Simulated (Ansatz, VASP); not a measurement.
# SiGe: VASP beside Ansatz, part 3 of 3

One calculation is typed for both programs; each brings its own data sets. How far apart do they land? The cell is generated by rule, not measured, and may not be a known phase. The cell is taken from a series of runs on this material, whose earlier steps may have relaxed, scaled, displaced or heated it; both programs get it as it stands.

VASP 6.6.1 and Ansatz 0.2.0.

So far: Starting point; Ansatz: zone-centre phonons, LDA; VASP: zone-centre phonons, LDA.

### Step 3. VASP: zone-centre phonons, LDA (continued)

Level of this step: LDA; plane waves and PAW (Si, Ge_d); invented cell (VASP).

Numbers of over 12 decimals in the logs are rounded to 6 here.

Parts of OUTCAR (step 3):

```text
ion  position               nearest neighbor table
   1  0.000  0.000  0.005-   2 2.35   2 2.35   4 2.38   4 2.38
   2  0.500  0.000  0.245-   1 2.35   1 2.35   3 2.38   3 2.38
   3  0.500  0.500  0.494-   2 2.38   2 2.38   4 2.42   4 2.42
   4  0.000  0.500  0.756-   1 2.38   1 2.38   3 2.42   3 2.42

  LATTYP: Found a simple orthorhombic cell.
 ALAT       =     3.8868836403
 B/A-ratio  =     1.0013893233
 C/A-ratio  =     1.4157083735

 Subroutine GETGRP returns: Found  8 space group operations
 (whereof  4 operations were pure point group operations)

The static configuration has the point symmetry C_2v.
 The point group associated with its full space group is D_2h.

   k-points           NKPTS =    384   k-points in BZ     NKDIM =    384   number of bands    NBANDS=     24

   dimension x,y,z NGX =    28 NGY =   28 NGZ =   40
   dimension x,y,z NGXF=    56 NGYF=   56 NGZF=   80

   ENCUT  =  500.0 eV  36.75 Ry    6.06 a.u.   7.09  7.10 10.03*2*pi/ulx,y,z

   NELECT =      36.0000    total number of electrons

 k-points in reciprocal lattice and weights: Points of the shifted mesh
   0.06250000  0.06250000  0.08333333       0.003
   0.06250000  0.06250000  0.25000000       0.003
   0.06250000  0.06250000  0.41666667       0.003
   0.06250000  0.06250000  0.58333333       0.003
   0.06250000  0.06250000  0.75000000       0.003
   0.06250000  0.06250000  0.91666667       0.003
   0.06250000  0.18750000  0.08333333       0.003
   0.06250000  0.18750000  0.25000000       0.003
   0.06250000  0.18750000  0.41666667       0.003
[...]
0.93750000  0.93750000  0.75000000       0.003
   0.93750000  0.93750000  0.91666667       0.003

 average (electrostatic) potential at core
       1 -85.5731       2 -85.5731       3 -74.4012       4 -74.4012

  Total        0.0422923      0.0323414      0.0358342      0.0000000      0.0000000      0.0000000
  in kB        0.8139360      0.6224266      0.6896478      0.0000000      0.0000000      0.0000000
  external PRESSURE =       0.7086701 kB  Pullay stress =       0.0000000 kB

  energy-cutoff  :      500.00
  volume of cell :       83.25
      direct lattice vectors                 reciprocal lattice vectors
     3.886883640  0.000000000  0.000000000     0.257275517  0.000000000  0.000000000
     0.000000000  3.892283778  0.000000000     0.000000000  0.256918575  0.000000000
     0.000000000  0.000000000  5.502693716     0.000000000  0.000000000  0.181729177

 POSITION                                       TOTAL-FORCE (eV/Angst)
 -----------------------------------------------------------------------------------
      0.00000      0.00000      0.02692         0.000000      0.000000      0.005888
      1.94344      0.00000      1.34876         0.000000      0.000000     -0.005888
      1.94344      1.94614      2.72096         0.000000      0.000000     -0.009255
      0.00000      1.94614      4.15741         0.000000      0.000000      0.009255
 -----------------------------------------------------------------------------------
    total drift:                                0.000000      0.000000      0.000000

 Eigenvectors and eigenvalues of the dynamical matrix
 ----------------------------------------------------

   1 f  =   14.544354 THz    91.384871 2PiTHz  485.147428 cm-1    60.150588 meV
             X         Y         Z           dx          dy          dz
      0.000000  0.000000  0.026915     0.704035    0.000000    0.000000
      1.943442  0.000000  1.348758    -0.704035   -0.000000    0.000000
      1.943442  1.946142  2.720960     0.065833    0.000000    0.000000
      0.000000  1.946142  4.157407    -0.065833   -0.000000    0.000000

   2 f  =   13.661659 THz    85.838733 2PiTHz  455.703879 cm-1    56.500055 meV
             X         Y         Z           dx          dy          dz
      0.000000  0.000000  0.026915     0.000000   -0.000000   -0.692484
      1.943442  0.000000  1.348758    -0.000000    0.000000    0.692484
      1.943442  1.946142  2.720960    -0.000000   -0.000000   -0.143058
      0.000000  1.946142  4.157407     0.000000    0.000000    0.143058

   3 f  =   12.525837 THz    78.702158 2PiTHz  417.816965 cm-1    51.802678 meV
             X         Y         Z           dx          dy          dz
      0.000000  0.000000  0.026915    -0.000000    0.616375   -0.000000
      1.943442  0.000000  1.348758    -0.000000   -0.616375    0.000000
      1.943442  1.946142  2.720960     0.000000    0.346529   -0.000000
      0.000000  1.946142  4.157407    -0.000000   -0.346529    0.000000

   4 f  =   11.180677 THz    70.250266 2PiTHz  372.947245 cm-1    46.239544 meV
             X         Y         Z           dx          dy          dz
      0.000000  0.000000  0.026915     0.000000   -0.599853   -0.000000
      1.943442  0.000000  1.348758     0.000000   -0.599853   -0.000000
      1.943442  1.946142  2.720960    -0.000000    0.374401    0.000000
      0.000000  1.946142  4.157407    -0.000000    0.374401    0.000000

   5 f  =    9.773577 THz    61.409198 2PiTHz  326.011452 cm-1    40.420250 meV
             X         Y         Z           dx          dy          dz
      0.000000  0.000000  0.026915     0.000000   -0.000000    0.601110
      1.943442  0.000000  1.348758    -0.000000   -0.000000    0.601110
      1.943442  1.946142  2.720960    -0.000000    0.000000   -0.372380
      0.000000  1.946142  4.157407     0.000000    0.000000   -0.372380

   6 f  =    8.520868 THz    53.538190 2PiTHz  284.225547 cm-1    35.239461 meV
             X         Y         Z           dx          dy          dz
      0.000000  0.000000  0.026915    -0.065833   -0.000000    0.000000
      1.943442  0.000000  1.348758     0.065833    0.000000    0.000000
      1.943442  1.946142  2.720960     0.704035   -0.000000    0.000000
      0.000000  1.946142  4.157407    -0.704035   -0.000000   -0.000000

   7 f  =    7.957327 THz    49.997363 2PiTHz  265.427874 cm-1    32.908847 meV
             X         Y         Z           dx          dy          dz
      0.000000  0.000000  0.026915    -0.000000   -0.000000    0.143058
      1.943442  0.000000  1.348758     0.000000   -0.000000   -0.143058
      1.943442  1.946142  2.720960     0.000000    0.000000   -0.692484
      0.000000  1.946142  4.157407    -0.000000   -0.000000    0.692484

   8 f  =    3.279875 THz    20.608061 2PiTHz  109.404846 cm-1    13.564466 meV
             X         Y         Z           dx          dy          dz
      0.000000  0.000000  0.026915    -0.593832   -0.000000   -0.000000
      1.943442  0.000000  1.348758    -0.593832    0.000000   -0.000000
      1.943442  1.946142  2.720960     0.383879    0.000000   -0.000000
      0.000000  1.946142  4.157407     0.383879   -0.000000   -0.000000

   9 f  =    2.996932 THz    18.830276 2PiTHz   99.966876 cm-1    12.394307 meV
             X         Y         Z           dx          dy          dz
      0.000000  0.000000  0.026915    -0.000000    0.346529    0.000000
      1.943442  0.000000  1.348758    -0.000000   -0.346529    0.000000
      1.943442  1.946142  2.720960     0.000000   -0.616375   -0.000000
      0.000000  1.946142  4.157407     0.000000    0.616375    0.000000

  10 f/i=    0.017206 THz     0.108111 2PiTHz    0.573945 cm-1     0.071160 meV
             X         Y         Z           dx          dy          dz
      0.000000  0.000000  0.026915    -0.000000    0.000000    0.372380
      1.943442  0.000000  1.348758    -0.000000    0.000000    0.372380
      1.943442  1.946142  2.720960    -0.000000    0.000000    0.601110
      0.000000  1.946142  4.157407    -0.000000    0.000000    0.601110

  11 f/i=    0.017952 THz     0.112793 2PiTHz    0.598802 cm-1     0.074242 meV
             X         Y         Z           dx          dy          dz
      0.000000  0.000000  0.026915     0.000000   -0.374401    0.000000
      1.943442  0.000000  1.348758     0.000000   -0.374401    0.000000
      1.943442  1.946142  2.720960     0.000000   -0.599853    0.000000
      0.000000  1.946142  4.157407     0.000000   -0.599853    0.000000

  12 f/i=    0.057356 THz     0.360379 2PiTHz    1.913193 cm-1     0.237206 meV
             X         Y         Z           dx          dy          dz
      0.000000  0.000000  0.026915    -0.383879   -0.000000   -0.000000
      1.943442  0.000000  1.348758    -0.383879   -0.000000   -0.000000
      1.943442  1.946142  2.720960    -0.593832   -0.000000   -0.000000
      0.000000  1.946142  4.157407    -0.593832   -0.000000   -0.000000

 ELASTIC MODULI CONTR FROM IONIC RELAXATION (kBar)
 Direction    XX          YY          ZZ          XY          YZ          ZX
 --------------------------------------------------------------------------------
 XX        -272.8451    266.9167     -9.1424      0.0000     -0.0000      0.0000
 YY         266.9167   -262.2696     10.1557      0.0000      0.0000     -0.0000
 ZZ          -9.1424     10.1557     -1.5806      0.0000      0.0000      0.0000
 XY           0.0000      0.0000      0.0000      0.0000      0.0000      0.0000
 YZ          -0.0000      0.0000      0.0000      0.0000   -327.1341     -0.0000
 ZX           0.0000     -0.0000      0.0000      0.0000     -0.0000   -240.9197
 --------------------------------------------------------------------------------
```

### Step 4. Side by side

Known differences besides the potentials themselves: the two LDA forms differ slightly; fixed occupations in Ansatz, narrow Gaussian smearing in VASP; the cutoff is 420 eV in Ansatz and 500 eV in VASP; VASP's log shows a relativistic correction to its local exchange, Ansatz's none. Total energies have different zeros and are not compared.

Both answers:

```tsv
quantity	Ansatz	VASP	difference
optical mode 1 (cm⁻¹)	98.3	100.0	-1.68 %
optical mode 2 (cm⁻¹)	108.5	109.4	-0.79 %
optical mode 3 (cm⁻¹)	265.5	265.4	+0.03 %
optical mode 4 (cm⁻¹)	282.0	284.2	-0.79 %
optical mode 5 (cm⁻¹)	325.8	326.0	-0.05 %
optical mode 6 (cm⁻¹)	371.8	372.9	-0.30 %
optical mode 7 (cm⁻¹)	417.0	417.8	-0.20 %
optical mode 8 (cm⁻¹)	455.5	455.7	-0.05 %
optical mode 9 (cm⁻¹)	485.2	485.1	+0.01 %
```

Modes are paired by rising frequency, not by their patterns, so a pair may set unlike modes beside each other; they are those without the splitting of longitudinal modes.

### Step 5. Summary of results

| Quantity | Value |
| --- | --- |
| r.m.s. difference of the optical zone-centre modes, each program's sorted by frequency (zone-centre phonons, LDA) | 1.1 cm⁻¹ |
| difference in optical mode 1 (zone-centre phonons, LDA) | -1.7 % |

The r.m.s. difference of the optical zone-centre modes, each program's sorted by frequency is 1.1 cm⁻¹ (zone-centre phonons, LDA). Among the rows given in per cent, the largest difference of the zone-centre phonons, LDA pair is in optical mode 1, -1.7 %. VASP runs on this material, other cells of it included, that failed, so that no pair exists: relaxation of cell and atoms, LDA (timeout). 1 further run of this series is not shown here. Such differences can come from data sets, numerical settings and the points named under the comparisons, not from the functional's error against experiment.

[Lines on the potential files, build, host, timing and source positions are cut from VASP's logs without a mark.]

[Logs are printed without paths, hosts, clocks, repeated set-up lines and the standing remarks that a program may print on its own settings, such as how far it seeks lower states.]

[Hosts, paths, dates, database ids (printed as entryN), source tags and the programs' standing remarks are cut or masked in the printed files.]
